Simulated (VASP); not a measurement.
# Be2CdS3: single point with r2SCAN

Be2CdS3:

```
CELL_PARAMETERS angstrom
-1.80877 5.50800 2.65084
1.80877 -5.50800 2.65084
1.80877 5.50800 -2.65084
ATOMIC_POSITIONS crystal
Be 0.67372 0.00155 0.67217
Be 0.32938 0.00155 0.32783
Cd 0.00931 0.00931 0.00000
S 0.09142 0.28140 0.81002
S 0.47138 0.28140 0.18998
S 0.67498 0.17498 0.50000
```

The cell was built by a generator and needn't be a form met in nature.

* Program: VASP 6.6.1
* Task: single point
* Functional: r2SCAN
* Potentials or basis: VASP PAW PBE potentials, release 64 (Be, Cd, S)
* Cutoff: 520 eV
* k mesh: 8 × 8 × 8
* Occupations: gaussian, width 0.03 eV
* Spin: no spin polarisation
* Further INCAR settings: ALGO = Normal; EDIFF = 1e-06

```yaml
Pressure: -0.8 GPa
Largest_force: 0.108 eV/Å
Band_gap_on_the_k_mesh: 3.09 eV, indirect (least direct gap 3.11 eV)
```

Forces in eV/Å, atoms in the order of the input:
```
Be   0.000 -0.006  0.011
Be   0.000  0.006  0.011
Cd   0.000  0.000 -0.014
S    0.000  0.063 -0.058
S    0.000 -0.063 -0.058
S    0.000  0.000  0.108
```

Stress tensor (GPa, compression positive):
```
-0.76  0.00  0.00
 0.00 -0.80  0.00
 0.00  0.00 -0.87
```

Levels at points of the mesh, in eV from the valence-band top:
| k point | band 14 | band 15 | band 16 | band 17 | band 18 | band 19 | band 20 | band 21 |
| --- | --- | --- | --- | --- | --- | --- | --- | --- |
| (0.00, 0.00, 0.00) | -1.57 | -0.49 | -0.41 | 0.00 | 3.15 | 4.37 | 5.54 | 6.24 |
| (0.50, 0.00, 0.00) | -1.90 | -1.67 | -0.88 | -0.23 | 3.87 | 4.96 | 5.14 | 6.32 |
| (0.00, 0.50, 0.00) | -2.48 | -2.26 | -1.18 | -1.03 | 4.02 | 5.60 | 5.76 | 6.34 |
| (0.50, 0.50, 0.00) | -2.74 | -2.28 | -1.68 | -1.62 | 3.23 | 4.18 | 5.59 | 5.73 |
| (0.50, 0.50, 0.50) | -2.41 | -1.09 | -1.09 | -0.01 | 3.09 | 4.46 | 5.43 | 6.05 |

It took 9.1 min on 4 MPI ranks on AMD EPYC 7R13 Processor (Zen 3), on a shared host, peak memory 0.49 GiB a rank.

Caveat: the PAW data sets were made with another functional, which shifts forces and pressure a little. A k mesh can miss the band edges.
